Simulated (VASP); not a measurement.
Output of a VASP run:

File OUTCAR:
```
 ion  position               nearest neighbor table
   1  0.000  0.000  0.000-  31 2.61  35 2.61  37 2.61  46 2.61  48 2.61  52 2.61
   2  0.000  0.000  0.333-  35 2.61  46 2.61  36 2.61  47 2.61  53 2.61  29 2.61
   3  0.000  0.000  0.667-  37 2.61  48 2.61  30 2.61  47 2.61  36 2.61  54 2.61
   4  0.000  0.333  0.000-  31 2.61  46 2.61  34 2.61  49 2.61  51 2.61  29 2.61
   5  0.000  0.333  0.333-  29 2.61  47 2.61  49 2.61  50 2.61  32 2.61  30 2.61  24 3.64
   6  0.000  0.333  0.667-  30 2.61  31 2.61  48 2.61  51 2.61  50 2.61  33 2.61  16 3.65
   7  0.000  0.667  0.000-  37 2.61  52 2.61  32 2.61  49 2.61  34 2.61  54 2.61
   8  0.000  0.667  0.333-  32 2.61  35 2.61  52 2.61  53 2.61  33 2.61  50 2.61
   9  0.000  0.667  0.667-  54 2.61  36 2.61  34 2.61  33 2.61  53 2.61  51 2.61
  10  0.333  0.000  0.000-  31 2.61  35 2.61  40 2.61  43 2.61  45 2.61  29 2.61
  11  0.333  0.000  0.333-  29 2.61  36 2.61  43 2.61  44 2.61  30 2.61  38 2.61  19 3.65
  12  0.333  0.000  0.667-  30 2.61  31 2.61  37 2.61  45 2.61  44 2.61  39 2.61  16 3.65
  13  0.333  0.333  0.000-  29 2.61  34 2.61  40 2.61  42 2.61  32 2.61  38 2.61
  14  0.333  0.333  0.333-  32 2.61  38 2.61  30 2.61  33 2.61  39 2.61  41 2.61  16 3.65
  15  0.499  0.498  0.501-  24 2.56  25 2.61  16 2.62  19 2.62  18 2.63  27 2.66
  16  0.331  0.332  0.664-  33 2.57  39 2.58  31 2.58  15 2.62  34 2.64  40 2.65  14 3.65   6 3.65
                            12 3.65
  17  0.333  0.667  0.000-  32 2.61  35 2.61  37 2.61  45 2.61  42 2.61  41 2.61
  18  0.332  0.665  0.332-  41 2.58  33 2.59  35 2.59  15 2.63  43 2.63  36 2.64
  19  0.332  0.670  0.663-  36 2.57  44 2.60  37 2.61  15 2.62  34 2.63  42 2.65  11 3.65
  20  0.667  0.000  0.000-  48 2.61  52 2.61  43 2.61  38 2.61  40 2.61  54 2.61
  21  0.667  0.000  0.333-  38 2.61  46 2.61  52 2.61  53 2.61  44 2.61  39 2.61  27 3.64
  22  0.667  0.000  0.667-  54 2.61  47 2.61  40 2.61  39 2.61  53 2.61  45 2.61
  23  0.667  0.333  0.000-  38 2.61  46 2.61  48 2.61  51 2.61  42 2.61  41 2.61
  24  0.669  0.336  0.336-  15 2.56  49 2.57  47 2.57  41 2.65  39 2.65  46 2.66   5 3.64  25 3.65
 Subroutine IBZKPT returns following result:
 Found      1 irreducible k-points:

 Following reciprocal coordinates:
            Coordinates               Weight
  0.000000  0.000000  0.000000      1.000000
   k-points           NKPTS =      1   k-points in BZ     NKDIM =      1   number of bands    NBANDS=    134
   number of dos      NEDOS =    301   number of ions     NIONS =     54
   total plane-waves  NPLWV = 157464
   dimension x,y,z NGX =    54 NGY =   54 NGZ =   54
   dimension x,y,z NGXF=   108 NGYF=  108 NGZF=  108
   ions per type =              28  26
   PREC   = normal    normal or accurate (medium, high low for compatibility)
   ISTART =      0    job   : 0-new  1-cont  2-samecut
   ICHARG =      2    charge: 1-file 2-atom 10-const
   ISPIN  =      1    spin polarized calculation?
   LNONCOLLINEAR =      F non collinear calculations
   LSORBIT =      F    spin-orbit coupling
   INIWAV =      1    electr: 0-lowe 1-rand  2-diag
   ENCUT  =  400.0 eV  29.40 Ry    5.42 a.u.  18.07 18.07 18.07*2*pi/ulx,y,z
   NELM   =    100;   NELMIN=  4; NELMDL= -5     # of ELM steps
   EDIFF  = 0.1E-04   stopping-criterion for ELM
   LREAL  =      T    real-space projection
   NLSPLINE    = F    spline interpolate recip. space projectors
   LMAXMIX     =    2 max onsite mixed and CHGCAR
   VOSKOWN=      0    Vosko Wilk Nusair interpolation
   EDIFFG = -.3E-01   stopping-criterion for IOM
   NSW    =     60    number of steps for IOM
   NBLOCK =      1;   KBLOCK =     60    inner block; outer block
   IBRION =      2    ionic relax: 0-MD 1-quasi-New 2-CG
   NFREE  =      1    steps in history (QN), initial steepest desc. (CG)
   ISIF   =      2    stress and relaxation
   ISYM   =      0    0-nonsym 1-usesym 2-fastsym
   TEIN   =    0.0    initial temperature
   TEBEG  =    0.0;   TEEND  =   0.0 temperature during run
   SMASS  =  -3.00    Nose mass-parameter (am)
   PSTRESS=    0.0 pullay stress
   NELECT =     212.0000    total number of electrons
   EFERMI =   0.00;   METHOD = LEGACY
   ISMEAR =     0;   SIGMA  =   0.05  broadening in eV -4-tet -1-fermi 0-gaus
   IALGO  =     68    algorithm
   LDIAG  =      T    sub-space diagonalisation (order eigenvalues)
   IMIX   =      4    mixing-type and parameters
     AMIX     =   0.40;   BMIX     =  1.00
     AMIX_MAG =   1.60;   BMIX_MAG =  1.00
     AMIN     =   0.10
   GGA     = PE    functional components
   VOSKOWN =     0    Vosko Wilk Nusair interpolation
   LHFCALC =     F    Hartree Fock is set to
   LHFONE  =     F    Hartree Fock one center treatment
   AEXX    =    0.0000 exact exchange contribution
   IVDW    =     0    specifies the selected vdW correction
   LEPSILON=     F    determine dielectric tensor
   LRPA    =     F    only Hartree local field effects (RPA)
...
```

File OSZICAR:
```
...
RMM:   3    -0.213903059455E+03   -0.40417E-04   -0.53261E-04   277   0.594E-02    0.581E-02
RMM:   4    -0.213903050574E+03    0.88809E-05   -0.77996E-05   258   0.238E-02
  32 F= -.21390305E+03 E0= -.21390305E+03  d E =-.105916E-01
       N       E                     dE             d eps       ncg     rms          rms(c)
DAV:   1    -0.213899752604E+03    0.33069E-02   -0.17815E+00   276   0.270E+00    0.100E+00
RMM:   2    -0.213907388160E+03   -0.76356E-02   -0.95050E-02   268   0.760E-01    0.126E-01
RMM:   3    -0.213908432181E+03   -0.10440E-02   -0.14333E-02   276   0.312E-01    0.277E-01
RMM:   4    -0.213908209610E+03    0.22257E-03   -0.21364E-03   271   0.125E-01    0.890E-02
RMM:   5    -0.213908252737E+03   -0.43127E-04   -0.66140E-04   272   0.601E-02    0.263E-02
RMM:   6    -0.213908252273E+03    0.46442E-06   -0.19958E-04   277   0.302E-02    0.307E-02
RMM:   7    -0.213908256149E+03   -0.38765E-05   -0.50982E-05   214   0.158E-02
  33 F= -.21390826E+03 E0= -.21390826E+03  d E =-.520558E-02
       N       E                     dE             d eps       ncg     rms          rms(c)
DAV:   1    -0.213908126861E+03    0.12541E-03   -0.74683E-02   304   0.553E-01    0.203E-01
RMM:   2    -0.213908447974E+03   -0.32111E-03   -0.39559E-03   268   0.155E-01    0.262E-02
RMM:   3    -0.213908491871E+03   -0.43897E-04   -0.60041E-04   276   0.640E-02    0.572E-02
RMM:   4    -0.213908482641E+03    0.92300E-05   -0.91811E-05   262   0.257E-02
  34 F= -.21390848E+03 E0= -.21390848E+03  d E =-.543207E-02
       N       E                     dE             d eps       ncg     rms          rms(c)
DAV:   1    -0.213907903994E+03    0.58788E-03   -0.71463E-01   276   0.170E+00    0.660E-01
RMM:   2    -0.213910950366E+03   -0.30464E-02   -0.38703E-02   268   0.482E-01    0.851E-02
RMM:   3    -0.213911288344E+03   -0.33798E-03   -0.56264E-03   276   0.198E-01    0.164E-01
RMM:   4    -0.213911179731E+03    0.10861E-03   -0.86755E-04   269   0.805E-02    0.529E-02
RMM:   5    -0.213911195932E+03   -0.16201E-04   -0.25471E-04   273   0.376E-02    0.182E-02
RMM:   6    -0.213911196968E+03   -0.10358E-05   -0.79902E-05   255   0.192E-02
  35 F= -.21391120E+03 E0= -.21391120E+03  d E =-.271433E-02
       N       E                     dE             d eps       ncg     rms          rms(c)
DAV:   1    -0.213911206055E+03   -0.10124E-04   -0.44321E-02   320   0.423E-01    0.167E-01
RMM:   2    -0.213911397180E+03   -0.19112E-03   -0.23947E-03   268   0.120E-01    0.212E-02
RMM:   3    -0.213911418176E+03   -0.20997E-04   -0.35032E-04   276   0.493E-02    0.417E-02
RMM:   4    -0.213911411680E+03    0.64962E-05   -0.54772E-05   240   0.201E-02
  36 F= -.21391141E+03 E0= -.21391141E+03  d E =-.292904E-02
       N       E                     dE             d eps       ncg     rms          rms(c)
DAV:   1    -0.213910751996E+03    0.66618E-03   -0.57361E-01   276   0.152E+00    0.573E-01
RMM:   2    -0.213913052473E+03   -0.23005E-02   -0.30233E-02   268   0.429E-01    0.754E-02
RMM:   3    -0.213913289545E+03   -0.23707E-03   -0.43358E-03   273   0.175E-01    0.143E-01
RMM:   4    -0.213913215561E+03    0.73984E-04   -0.77099E-04   269   0.726E-02    0.467E-02
RMM:   5    -0.213913230691E+03   -0.15130E-04   -0.21780E-04   278   0.336E-02    0.148E-02
RMM:   6    -0.213913231845E+03   -0.11543E-05   -0.53723E-05   228   0.163E-02
  37 F= -.21391323E+03 E0= -.21391323E+03  d E =-.182017E-02
```

### OUTCAR
```
------------------------ aborting loop because EDIFF is reached ----------------------------------------
  FORCE on cell =-STRESS in cart. coord.  units (eV):
  Direction    XX          YY          ZZ          XY          YZ          ZX
  --------------------------------------------------------------------------------------
  Total       18.4786563     17.9367452     17.8946596      6.8336507      7.3375316      6.8172298
  in kB       30.7898738     29.8869199     29.8167952     11.3865012     12.2260877     11.3591401
  external PRESSURE =      30.1645296 kB  Pullay stress =       0.0000000 kB
  volume of cell :      961.55
      direct lattice vectors                 reciprocal lattice vectors
     0.000000000  7.833954086  7.833954086    -0.063824729  0.063824729  0.063824729
     7.833954086  0.000000000  7.833954086     0.063824729 -0.063824729  0.063824729
     7.833954086  7.833954086  0.000000000     0.063824729  0.063824729 -0.063824729
 POSITION                                       TOTAL-FORCE (eV/Angst)
 -----------------------------------------------------------------------------------
     15.66736      7.83398      7.83442         0.008236     -0.004256     -0.000327
      2.64509      2.64681      0.02309         0.010694      0.004330      0.006803
     13.02487     13.01841     15.64440        -0.005705     -0.009005     -0.003296
      2.64549      0.02624      2.64893         0.007690     -0.004828      0.002685
      5.25651     10.42916     10.43066        -0.010017      0.001792     -0.005172
      7.83336      5.23993      2.59792         0.003212     -0.003702     -0.004455
     13.02499     15.63980     13.01938        -0.008140      0.000642     -0.006254
      7.83663     10.42741     13.07167        -0.000348      0.005639      0.000383
     10.41445      5.23610      5.23812         0.008860     -0.001140     -0.003260
      0.02639      2.65337      2.65508         0.000768     -0.002818     -0.001763
     10.42553      5.25082     10.41982         0.005086     -0.008580      0.014994
      5.24439      7.83353      2.60533        -0.006107     -0.000914     -0.005793
     10.43074     10.42392      5.24279        -0.010236     -0.000281      0.008904
      5.15536      5.16385      5.16986         0.003557     -0.001017     -0.008303
      7.82930      7.83726      7.83413         0.004539     -0.000177      0.005755
      7.70340      7.69116      5.05077         0.003694      0.007858     -0.003730
      5.24511      2.60062      7.83565        -0.006946      0.000590      0.000656
      7.70377      5.04791      7.69813        -0.000201      0.004586      0.002350
     10.64557      7.94879      7.94665        -0.017510      0.011313      0.010184
     15.64292     13.01233     13.01322         0.005228      0.000379      0.005808
     10.42398      7.83286     13.06222         0.010229     -0.003552      0.011828
      5.24545     10.41359      5.24817        -0.005671      0.006330     -0.006265
     10.42436     13.06472      7.83203         0.003785      0.003442      0.001783
      5.01940      7.71433      7.72006         0.018176     -0.007037     -0.009172
      7.96787     10.62130      7.97293        -0.003822     -0.002830     -0.003454
      5.23990      5.24106     10.42512         0.004152      0.005231     -0.009416
      7.96687      7.97544     10.61854        -0.005579     -0.006128     -0.005828
     10.51630     10.50114     10.49799        -0.011220      0.007221      0.010925
      2.60332      2.60825      2.60593        -0.004572     -0.009093     -0.002308
      5.19335      5.19114      2.54913        -0.001891      0.005015      0.005197
      7.83343      7.83562      2.58055         0.004505     -0.003455     -0.008797
      5.19505      2.54786      5.18920        -0.000461     -0.005795      0.009667
      7.74411      5.12387      5.13044         0.012645     -0.012146     -0.006341
     10.38036      7.82764      5.29940         0.007618      0.004029      0.003508
      7.83434      2.57777      7.83802        -0.000402     -0.011298     -0.009572
     10.37925      5.29947      7.82946         0.006892      0.002162     -0.003612
     13.11605      7.82865      7.82987        -0.001887      0.004648     -0.000441
      2.54563      5.19105      5.18831         0.003042     -0.002825     -0.002721
      5.11875      7.76055      5.15235         0.002985     -0.006229     -0.017282
      7.83699     10.36366      5.30415         0.002070      0.008301     -0.010672
      5.11885      5.14675      7.76715         0.015866     -0.012294     -0.008409
     10.54990     10.51890      7.90078         0.001317     -0.003318      0.005173
      7.83312      5.30097     10.36617         0.004005     -0.006631      0.005241
     10.54947      7.90525     10.51553         0.000869      0.001267      0.005891
     13.12364     10.47463     10.48096        -0.000963      0.002002     -0.007115
      2.55354      7.83623      7.83923        -0.016845      0.000329     -0.005490
      5.29131     10.36505      7.83960        -0.005683      0.003090      0.000466
      7.83585     13.08900      7.83120        -0.007927      0.018755      0.003231
      5.29029      7.83718     10.36721        -0.006116     -0.000606      0.002256
      7.92689     10.54497     10.53948        -0.016274      0.002278      0.011363
     10.47491     13.11860     10.47745         0.004543     -0.002506     -0.000754
      7.83619      7.83074     13.08712        -0.009566      0.007435      0.021040
     10.47727     10.47414     13.11900        -0.000572     -0.000923     -0.003439
     13.06704     13.05649     13.06127         0.000397      0.014721      0.007352
 -----------------------------------------------------------------------------------
    total drift:                               -0.010693     -0.005783     -0.014142
...
```
(Selected blocks of OUTCAR.)

POSCAR:
```
Mg28S26
1
    0.0000000000     7.8339540856     7.8339540856
    7.8339540856     0.0000000000     7.8339540856
    7.8339540856     7.8339540856     0.0000000000
Mg S
28 26
Direct
  0.0000000000   0.0000000000   0.0000000000
  0.0000000000   0.0000000000   0.3333330000
  0.0000000000   0.0000000000   0.6666670000
  0.0000000000   0.3333330000   0.0000000000
  0.0000000000   0.3333330000   0.3333330000
  0.0000000000   0.3333330000   0.6666670000
  0.0000000000   0.6666670000   0.0000000000
  0.0000000000   0.6666670000   0.3333330000
  0.0000000000   0.6666670000   0.6666670000
  0.3333330000   0.0000000000   0.0000000000
  0.3333330000   0.0000000000   0.3333330000
  0.3333330000   0.0000000000   0.6666670000
  0.3333330000   0.3333330000   0.0000000000
  0.3333330000   0.3333330000   0.3333330000
  0.4990060000   0.4981960000   0.5006320000
  0.3310680000   0.3320100000   0.6641720000
  0.3333330000   0.6666670000   0.0000000000
  0.3322240000   0.6648950000   0.3316830000
  0.3316740000   0.6703450000   0.6631020000
  0.6666670000   0.0000000000   0.0000000000
  0.6666670000   0.0000000000   0.3333330000
  0.6666670000   0.0000000000   0.6666670000
  0.6666670000   0.3333330000   0.0000000000
  0.6688530000   0.3362640000   0.3361160000
  0.6650420000   0.3352070000   0.6676560000
  0.6666670000   0.6666670000   0.0000000000
  0.6665480000   0.6702660000   0.3354280000
  0.6666670000   0.6666670000   0.6666670000
  0.1666670000   0.1666670000   0.1666670000
  0.1666670000   0.1666670000   0.5000000000
  0.1666670000   0.1666670000   0.8333330000
  0.1666670000   0.5000000000   0.1666670000
  0.1666670000   0.5000000000   0.5000000000
  0.1666670000   0.5000000000   0.8333330000
  0.1666670000   0.8333330000   0.1666670000
  0.1666670000   0.8333330000   0.5000000000
  0.1666670000   0.8333330000   0.8333330000
  0.5000000000   0.1666670000   0.1666670000
  0.5000000000   0.1666670000   0.5000000000
  0.5000000000   0.1666670000   0.8333330000
  0.5000000000   0.5000000000   0.1666670000
  0.5000000000   0.5000000000   0.8333330000
  0.5000000000   0.8333330000   0.1666670000
  0.5000000000   0.8333330000   0.5000000000
  0.5000000000   0.8333330000   0.8333330000
  0.8333330000   0.1666670000   0.1666670000
  0.8333330000   0.1666670000   0.5000000000
  0.8333330000   0.1666670000   0.8333330000
  0.8333330000   0.5000000000   0.1666670000
  0.8333330000   0.5000000000   0.5000000000
  0.8333330000   0.5000000000   0.8333330000
  0.8333330000   0.8333330000   0.1666670000
  0.8333330000   0.8333330000   0.5000000000
  0.8333330000   0.8333330000   0.8333330000
```

Question: Reconstruct the remaining input files.

Answer: This is not unique; one that fits is the input of the run itself, PBE GGA, plane waves, VASP's PBE PAW potentials (set 64).

File KPOINTS:
```
K-points
0
gamma
  1 1 1
```

**INCAR**
```
# general
SYSTEM=Mg28S26
PREC  =Normal
ENCUT =400
LREAL =Auto
LASPH =.True.   # aspherical one-centre terms
ISYM  =0

# electronic loop
EDIFF =1E-5   # SCF stop (eV)
NELM  =100   # most electronic steps
NELMIN=4
ALGO  =Fast   # Davidson, then RMM-DIIS

# smearing
ISMEAR=0   # Gaussian
SIGMA =0.05

# functional
GGA   =PE   # PBE

# ions
IBRION=2   # conjugate gradients
NSW   =60   # most ionic steps
ISIF  =2   # forces and stress, cell fixed
EDIFFG=-0.03   # ionic stop

# output
LWAVE =.False.
LCHARG=.False.
```

POTCAR, in this order: Mg S (PBE.64 set). Program: vasp_gam.

The supercell is sampled at Γ alone, which is coarse: total energies, pressure and levels can be off, energies of defects by several tenths of an eV.

The cell is a supercell with a defect, built from a database entry that may be metastable or hypothetical: Mg_S. The run is not spin-polarised, so no state with unpaired spins was tried.
